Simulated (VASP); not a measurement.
# HfZr2Se4 (R-3m) in VASP: relaxation of cell and atoms with PBE

Aim: the relaxation of cell and atoms of HfZr2Se4 with PBE.

All numbers are computed with VASP 6.6.1; they aren't measurements. Logs are shortened: lines on timing, memory, paths and dates and some standing lists are left out, and cuts for length are marked.

### Step 1. The structure

Symmetry: R-3m, No. 166, trigonal system. Conventional cell: a = 4.458 Å, b = 4.458 Å, c = 31.085 Å, α = 90.00°, β = 90.00°, γ = 120.00°. Zr (site symmetry 3m) has 5 Se at 2.46 to 2.60 Å as nearest neighbours. Around Hf (site symmetry -3m) lie 6 Se at 2.86 Å. Se (site symmetry 3m) is surrounded by 1 Zr at 2.46 Å. Se (site symmetry 3m) has 4 Zr at 2.59 to 2.60 Å as nearest neighbours.

The cell was built by a generator and needn't be a form met in nature.

### Step 2. Relaxation of cell and atoms, PBE

INCAR reads:

```
PREC = Normal ; ENCUT = 520
EDIFF = 1E-4 ; ISMEAR = 0
SIGMA = 0.15 ; LREAL = False
LASPH = True ; NELM = 60
ALGO = Fast ; ISIF = 3
LWAVE = False ; LCHARG = False
GGA = PE ; IBRION = 2
NSW = 24 ; EDIFFG = -0.08
```

KPOINTS reads:

```
Automatic mesh
0
Gamma
  4 4 4
```

POSCAR reads:

```
HfZr2Se4
1.0
    2.2287977100      1.2867969600     10.3615918000
   -2.2287977100      1.2867969600     10.3615918000
    0.0000000000     -2.5735939100     10.3615918000
Zr Hf Se
2 1 4
Direct
    0.2137040000      0.2137040000      0.2137040000
    0.7862960000      0.7862960000      0.7862960000
    0.0000000000      0.0000000000      0.0000000000
    0.2928569900      0.2928569900      0.2928569900
    0.7071430100      0.7071430100      0.7071430100
    0.1301700000      0.1301700000      0.1301700000
    0.8698300000      0.8698300000      0.8698300000
```

Potentials or basis: VASP PAW PBE potentials, release 64 (Zr_sv, Hf_pv, Se).

The run is started by

```console
cat potpaw_PBE.64/Zr_sv/POTCAR potpaw_PBE.64/Hf_pv/POTCAR potpaw_PBE.64/Se/POTCAR > POTCAR
mpirun -np 1 vasp_std > vasp.out
```

OUTCAR:

```text
PREC = Normal
   ENCUT = 520
   EDIFF = 1E-4
   ISMEAR = 0
   LREAL = False
   LASPH = True
   NELM = 60
   ISIF = 3
   GGA = PE
   IBRION = 2
   NSW = 24
   EDIFFG = -0.08

 ion  position               nearest neighbor table
   1  0.214  0.214  0.214-   4 2.46   7 2.59   7 2.59   7 2.59   6 2.60   2 3.90   2 3.90   2 3.90

   2  0.786  0.786  0.786-   5 2.46   6 2.59   6 2.59   6 2.59   7 2.60   1 3.90   1 3.90   1 3.90

   3  0.000  0.000  0.000-   5 2.86   4 2.86   5 2.86   5 2.86   4 2.86   4 2.86
   4  0.293  0.293  0.293-   1 2.46   3 2.86   3 2.86   3 2.86
   5  0.707  0.707  0.707-   2 2.46   3 2.86   3 2.86   3 2.86
   6  0.130  0.130  0.130-   2 2.59   2 2.59   2 2.59   1 2.60
   7  0.870  0.870  0.870-   1 2.59   1 2.59   1 2.59   2 2.60

  LATTYP: Found a trigonal (rhomboedric) cell.
 ALAT       =    10.6764212299
 COS(alpha) =     0.9128394624

  Lattice vectors:

 A1 = (   2.2287977100,   1.2867969600,  10.3615918000)
 A2 = (  -2.2287977100,   1.2867969600,  10.3615918000)
 A3 = (   0.0000000000,  -2.5735939100,  10.3615918000)

Analysis of symmetry for initial positions (statically):
=====================================================================
 Subroutine PRICEL returns:
 Original cell was already a primitive cell.

 Routine SETGRP: Setting up the symmetry group for a
 trigonal (rhombohedral) supercell.

 Subroutine GETGRP returns: Found 12 space group operations
 (whereof 12 operations were pure point group operations)
 out of a pool of 12 trial point group operations.

The static configuration has the point symmetry D_3d.

Analysis of symmetry for dynamics (positions and initial velocities):
=====================================================================
 Subroutine PRICEL returns:
 Original cell was already a primitive cell.

 Routine SETGRP: Setting up the symmetry group for a
 trigonal (rhombohedral) supercell.

 Subroutine GETGRP returns: Found 12 space group operations
 (whereof 12 operations were pure point group operations)
 out of a pool of 12 trial point group operations.

The dynamic configuration has the point symmetry D_3d.

 Subroutine INISYM returns: Found 12 space group operations
 (whereof 12 operations are pure point group operations),
 and found     1 'primitive' translations

----------------------------------------------------------------------------------------

                                     Primitive cell

  volume of cell :     178.3029

  direct lattice vectors                    reciprocal lattice vectors
     2.228797710  1.286796960 10.361591800     0.224336196  0.129520563  0.032170089
    -2.228797710  1.286796960 10.361591800    -0.224336196  0.129520563  0.032170089
     0.000000000 -2.573593910 10.361591800     0.000000000 -0.259041127  0.032170089

  length of vectors
    10.676421230 10.676421230 10.676421228     0.261031071  0.261031071  0.261031071

  position of ions in fractional coordinates (direct lattice)
     0.213704000  0.213704000  0.213704000
     0.786296000  0.786296000  0.786296000
     0.000000000  0.000000000  0.000000000
     0.292856990  0.292856990  0.292856990
     0.707143010  0.707143010  0.707143010
     0.130170000  0.130170000  0.130170000
     0.869830000  0.869830000  0.869830000

  ion indices of the primitive-cell ions
   primitive index   ion index
                 1           1
                 2           2
                 3           3
                 4           4
                 5           5
                 6           6
                 7           7

----------------------------------------------------------------------------------------

 KPOINTS: Automatic mesh

Automatic generation of k-mesh.
 Grid dimensions read from file:
 generate k-points for:    4    4    4

 Generating k-lattice:

  Cartesian coordinates                     Fractional coordinates (reciprocal lattice)
     0.056084049  0.032380141  0.008042522     0.250000000 -0.000000000 -0.000000000
    -0.056084049  0.032380141  0.008042522    -0.000000000  0.250000000 -0.000000000
     0.000000000 -0.064760282  0.008042522     0.000000000  0.000000000  0.250000000

  Length of vectors
     0.065257768  0.065257768  0.065257768

  Shift w.r.t. Gamma in fractional coordinates (k-lattice)
     0.000000000  0.000000000  0.000000000

 Subroutine IBZKPT returns following result:
 ===========================================

 Found     13 irreducible k-points:

 Following reciprocal coordinates:
            Coordinates               Weight
  0.000000  0.000000  0.000000      1.000000
  0.250000  0.000000  0.000000      6.000000
  0.500000  0.000000  0.000000      3.000000
  0.250000  0.250000  0.000000      6.000000
  0.500000  0.250000  0.000000     12.000000
 -0.250000  0.250000  0.000000      6.000000
  0.500000  0.500000  0.000000      3.000000
  0.250000  0.250000  0.250000      2.000000
  0.500000  0.250000  0.250000      6.000000
 -0.250000  0.250000  0.250000      6.000000
  0.500000  0.500000  0.250000      6.000000
 -0.250000  0.500000  0.250000      6.000000
  0.500000  0.500000  0.500000      1.000000
   k-points           NKPTS =     13   k-points in BZ     NKDIM =     13   number of bands    NBANDS=     34
   number of dos      NEDOS =    301   number of ions     NIONS =      7
   total plane-waves  NPLWV = 216000
   dimension x,y,z NGX =    60 NGY =   60 NGZ =   60
   dimension x,y,z NGXF=   120 NGYF=  120 NGZF=  120
   ions per type =               2   1   4
   NGX,Y,Z   is equivalent  to a cutoff of   9.34,  9.34,  9.34 a.u.
   NGXF,Y,Z  is equivalent  to a cutoff of  18.69, 18.69, 18.69 a.u.
 SYSTEM =  unknown system
   PREC   = normal    normal or accurate (medium, high low for compatibility)
   ISTART =      0    job   : 0-new  1-cont  2-samecut
   ICHARG =      2    charge: 1-file 2-atom 10-const
   ISPIN  =      1    spin polarized calculation?
   LNONCOLLINEAR =      F non collinear calculations
   LSORBIT =      F    spin-orbit coupling
   LASPH  =      T    aspherical Exc in radial PAW
   ENCUT  =  520.0 eV  38.22 Ry    6.18 a.u.  19.85 19.85 19.85*2*pi/ulx,y,z
   NELM   =     60;   NELMIN=  2; NELMDL= -5     # of ELM steps
   EDIFF  = 0.1E-03   stopping-criterion for ELM
   LREAL  =      F    real-space projection
   EDIFFG = -.8E-01   stopping-criterion for IOM
   NSW    =     24    number of steps for IOM
   IBRION =      2    ionic relax: 0-MD 1-quasi-New 2-CG
   NFREE  =      1    steps in history (QN), initial steepest desc. (CG)
   ISIF   =      3    stress and relaxation
   ISYM   =      2    0-nonsym 1-usesym 2-fastsym
   POTIM  = 0.5000    time-step for ionic-motion
   TEBEG  =    0.0;   TEEND  =   0.0 temperature during run
   PSTRESS=    0.0 pullay stress
   NELECT =      58.0000    total number of electrons
   NUPDOWN=      -1.0000    fix difference up-down
   EMIN   =  10.00;   EMAX   =-10.00  energy-range for DOS
   EFERMI =   0.00;   METHOD = LEGACY
   ISMEAR =     0;   SIGMA  =   0.15  broadening in eV -4-tet -1-fermi 0-gaus
   EFERMI_NEDOS =   21; number of points for ismear=-14 and -15
   IALGO  =     68    algorithm
   IMIX   =      4    mixing-type and parameters
     AMIX     =   0.40;   BMIX     =  1.00
     AMIX_MAG =   1.60;   BMIX_MAG =  1.00
  volume/ion in A,a.u.               =      25.47       171.89
  Fermi-wavevector in a.u.,A,eV,Ry     =   1.125895  2.127634 17.247294  1.267640
  Thomas-Fermi vector in A             =   2.262575
   LORBIT       =      0    0 simple, 1 ext, 2 COOP (PROOUT), +10 PAW based schemes
   GGA     = PE    functional components
   LHFCALC =     F    Hartree Fock is set to
   AEXX    =    0.0000 exact exchange contribution
   IVDW    =     0    specifies the selected vdW correction
   LEPSILON=     F    determine dielectric tensor
   LRPA    =     F    only Hartree local field effects (RPA)
 conjugate gradient relaxation of ions
 non-spin polarized calculation
 RMM-DIIS sequential band-by-band and
 Gauss-broadening in eV      SIGMA  =   0.15
  energy-cutoff  :      520.00
  volume of cell :      178.30
 maximum number of plane-waves:      4826
   NGX = 39   NGY = 39   NGZ = 39

--------------------------------------- Ionic step        1  -------------------------------------------

 number of electron      58.0000000 magnetization

 Free energy of the ion-electron system (eV)
  ---------------------------------------------------
  ext. energy  EPLUGINS =         0.00000000
  ---------------------------------------------------
  free energy    TOTEN  =       -45.90085762 eV

  energy without entropy =      -45.79215751  energy(sigma->0) =      -45.84650756

------------------------ aborting loop because EDIFF is reached ----------------------------------------

  FORCE on cell =-STRESS in cart. coord.  units (eV):
  Direction    XX          YY          ZZ          XY          YZ          ZX
  --------------------------------------------------------------------------------------
  -------------------------------------------------------------------------------------
  Total       -0.6194642     -0.6194642     18.3954861      0.0000000      0.0000000      0.0000000
  in kB       -5.5663231     -5.5663231    165.2964181      0.0000000      0.0000001      0.0000000
  external PRESSURE =      51.3879240 kB  Pullay stress =       0.0000000 kB
[... 69 lines left out ...]
--------------------------------------- Ionic step        3  -------------------------------------------

 number of electron      57.9999999 magnetization

 E-fermi :   5.0500     XC(G=0):  -9.3124

 val. band max:        5.0456400341   @ k =   0.5000   0.2500   0.2500
 cond. band min:       5.0540489839   @ k =   0.2500   0.2500   0.2500
 fundamental gap:      0.0084089498
 Fermi energy:         5.0499805123

 k-point     1 :       0.0000    0.0000    0.0000
  band No.  band energies     occupation
      1     -44.7076      2.00000
      2     -44.7018      2.00000
      3     -27.6939      2.00000
      4     -27.6298      2.00000
      5     -27.6298      2.00000
      6     -22.8603      2.00000
[... 504 lines left out ...]
  FREE ENERGIE OF THE ION-ELECTRON SYSTEM (eV)
  ---------------------------------------------------
  free  energy   TOTEN  =       -46.9604994619 eV

  energy  without entropy=      -46.8469281941  energy(sigma->0) =      -46.90371383

[... ionic steps 4 to 18 ...]

--------------------------------------- Ionic step       19  -------------------------------------------

 number of electron      58.0000002 magnetization

------------------------ aborting loop because EDIFF is reached ----------------------------------------
[... 77 lines left out ...]
--------------------------------------- Ionic step       21  -------------------------------------------

 number of electron      58.0000002 magnetization

 Free energy of the ion-electron system (eV)
  ---------------------------------------------------
  ext. energy  EPLUGINS =         0.00000000
  ---------------------------------------------------
  free energy    TOTEN  =       -47.96748076 eV

  energy without entropy =      -47.92500086  energy(sigma->0) =      -47.94624081

 E-fermi :   5.5229     XC(G=0):  -9.6702

 val. band max:        5.4791808905   @ k =   0.5000   0.2500   0.2500
 cond. band min:       5.5320413004   @ k =   0.2500   0.2500   0.0000
 fundamental gap:      0.0528604099
 Fermi energy:         5.5228789276

 k-point     1 :       0.0000    0.0000    0.0000
  band No.  band energies     occupation
      1     -43.7591      2.00000
      2     -43.7123      2.00000
      3     -27.2231      2.00000
      4     -27.1682      2.00000
      5     -27.1682      2.00000
      6     -21.9486      2.00000
[... 504 lines left out ...]
  FREE ENERGIE OF THE ION-ELECTRON SYSTEM (eV)
  ---------------------------------------------------
  free  energy   TOTEN  =       -47.9674807598 eV

  energy  without entropy=      -47.9250008598  energy(sigma->0) =      -47.94624081

 reached required accuracy - stopping structural energy minimisation
```

Run time: 41 min. Hardware: 1 thread of Intel Xeon Platinum 8488C (Sapphire Rapids), shared host; peak memory 0.59 GiB.

What came out:

- Free energy: -47.9675 eV
- Relaxed volume: 25.36 Å³/atom
- Relaxed cell: a = 11.065 Å, b = 11.065 Å, c = 11.065 Å, α = 22.73°, β = 22.73°, γ = 22.73°
- Space group after relaxing (to 0.05 Å): R-3m (No. 166)
- Energy gained by relaxing: 295.2 meV/atom
- Ionic steps: 21
- Pressure after relaxing: 0.0 GPa
- Largest force after relaxing: 0.040 eV/Å
- Band gap on the k mesh: none (metal or under the smearing width)

Forces on the atoms (eV/Å):
```
Zr   0.000  0.000 -0.031
Zr   0.000  0.000  0.031
Hf   0.000  0.000  0.000
Se   0.000  0.000  0.040
Se   0.000  0.000 -0.040
Se   0.000  0.000 -0.015
Se   0.000  0.000  0.015
```

Step by step:
| step | energy change (eV) | largest force (eV/Å) | pressure (GPa) | volume (Å³) |
| --- | --- | --- | --- | --- |
| 1 | 0.0000 | 2.5219 | 5.14 | 178.30 |
| 2 | -0.8854 | 1.0138 | -3.71 | 199.20 |
| 3 | -1.0596 | 1.0716 | -2.08 | 191.60 |
| 4 | -1.2974 | 1.0706 | 0.42 | 184.59 |
| 5 | -1.4097 | 0.9984 | 3.91 | 176.64 |
| 6 | -1.5186 | 0.9128 | 3.71 | 176.42 |
| 7 | -1.7858 | 0.7793 | 3.17 | 175.75 |
| 8 | -1.9395 | 0.9724 | 2.44 | 174.33 |
| 9 | -1.9624 | 0.8432 | 2.58 | 174.75 |
| 10 | -2.0310 | 0.4388 | 0.67 | 178.02 |
| 11 | -2.0441 | 0.1870 | -0.80 | 180.84 |
| 12 | -2.0447 | 0.2023 | -0.76 | 180.47 |
| 13 | -2.0445 | 0.2194 | -0.55 | 180.04 |
| 14 | -2.0447 | 0.2103 | -0.46 | 180.26 |
| 15 | -2.0512 | 0.1952 | -0.49 | 179.69 |
| 16 | -2.0577 | 0.1992 | 0.22 | 177.97 |
| 17 | -2.0581 | 0.1819 | 0.18 | 178.22 |
| 18 | -2.0624 | 0.1500 | -0.04 | 178.09 |
| 19 | -2.0660 | 0.0950 | -0.11 | 177.81 |
| 20 | -2.0660 | 0.0931 | -0.07 | 177.79 |
| 21 | -2.0666 | 0.0396 | 0.05 | 177.53 |

Final structure:
```
Zr Hf Se
1.0
     2.18087    1.25913   10.77480
    -2.18087    1.25913   10.77480
     0.00000   -2.51826   10.77480
Zr Hf Se
2 1 4
Cartesian
  0.0000 0.0000 6.4836
  0.0000 0.0000 25.8408
  0.0000 0.0000 0.0000
  0.0000 0.0000 9.4659
  0.0000 0.0000 22.8585
  0.0000 0.0000 3.7801
  0.0000 0.0000 28.5443
```

Caveat: the k mesh is coarse (spacing up to 0.41 Å⁻¹), so the values aren't converged; the relaxation stopped at a loose force limit of 0.08 eV/Å, so its end isn't a converged minimum.
